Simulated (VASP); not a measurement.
Wanted: the native input for a VASP 6.6.1 run.

```
Task                   : single point
Functional             : LDA
Potentials or basis    : VASP PAW LDA potentials, release 64 (O, Sn_d)
Cutoff                 : 520 eV
k mesh                 : 8 × 4 × 1
Occupations            : gaussian, width 0.03 eV
Spin                   : no spin polarisation
Dipole correction      : yes
Further INCAR settings : LREAL = Auto; ALGO = Normal; EDIFF = 1e-06
```

The structure of SnO2 lies in POSCAR:

```
SnO2                                    
1.0
    3.1959020000      0.0000000000      0.0000000000
    0.0000000000      6.6853594500      0.0000000000
    0.0000000000      0.0000000000     27.6214639200
  O               Sn            
    16     8
Direct
     0.0000000000000000    0.0000000000000000    0.2674313076928185
     0.5000000000000000    0.3141956909874426    0.3135143758046812
     0.5000000000000000    0.6858043090125576    0.3135143758046812
     0.0000000000000000    0.0000000000000000    0.3617228802248862
     0.0000000000000000    0.5000000000000000    0.3958275420230798
     0.5000000000000000    0.8044740350804565    0.4387383029177969
     0.5000000000000000    0.1955259649195434    0.4387383029177969
     0.0000000000000000    0.5000000000000000    0.4899961836772322
     0.0000000000000000    0.0000000000000000    0.5100038163227677
     0.5000000000000000    0.3044740350804566    0.5612616970822034
     0.5000000000000000    0.6955259649195435    0.5612616970822034
     0.0000000000000000    0.0000000000000000    0.6041724579769204
     0.0000000000000000    0.5000000000000000    0.6382771197751139
     0.5000000000000000    0.8141956909874424    0.6864856241953189
     0.5000000000000000    0.1858043090125575    0.6864856241953189
     0.0000000000000000    0.5000000000000000    0.7325686923071816
     0.0000000000000000    0.5000000000000000    0.3240097347468866
     0.5000000000000000    0.0000000000000000    0.3095527448267044
     0.0000000000000000    0.0000000000000000    0.4347588509669861
     0.5000000000000000    0.5000000000000000    0.4442186759015501
     0.0000000000000000    0.5000000000000000    0.5652411490330139
     0.5000000000000000    0.0000000000000000    0.5557813240984498
     0.0000000000000000    0.0000000000000000    0.6759902652531136
     0.5000000000000000    0.5000000000000000    0.6904472551732953
```

These files were run (other wordings do the same):

INCAR

```
SYSTEM = SnO2
ALGO     = Normal         ! electronic algorithm
DIPOL    = 0.5 0.5 0.500
EDIFF    = 1E-6           ! SCF threshold, eV
ENCUT    = 520            ! plane-wave cutoff, eV
GGA      = CA             ! functional
ICORELEVEL= 1            
IDIPOL   = 3            
ISIF     = 2              ! what is computed and relaxed
ISMEAR   = 0              ! smearing method
KPAR     = 4            
LASPH    = .TRUE.         ! aspherical terms in the spheres
LCHARG   = .FALSE.        ! write CHGCAR
LDIPOL   = .TRUE.       
LREAL    = Auto         
LVACPOTAV= .TRUE.       
LVHAR    = .TRUE.       
LWAVE    = .FALSE.        ! write WAVECAR
NCORE    = 2            
NELM     = 80             ! most SCF steps
PREC     = Accurate       ! precision mode
SIGMA    = 0.03           ! smearing width, eV
```

KPOINTS

```
k-points
0
G
  8 4 1
  0 0 0
```

Potentials or basis: VASP PAW LDA potentials, release 64 (O, Sn_d).

Command:

```bash
$ cat potpaw_LDA.64/O/POTCAR potpaw_LDA.64/Sn_d/POTCAR > POTCAR
$ mpirun -np 8 vasp_std > vasp.out
```

It gave:

```json
{
 "Largest force": "0.016 eV/Å",
 "Band gap on the k mesh": "0.94 eV, indirect (least direct gap 1.00 eV)",
 "Ionisation potential of the upper face": "7.83 eV"
}
```

Caveat: spin-orbit coupling is left out, which moves the levels of the heavy elements.

Wall time 4.7 min on 8 MPI ranks on Intel(R) Xeon(R) Platinum 8488C (Sapphire Rapids), with other jobs on the host, peak memory 0.53 GiB a rank.
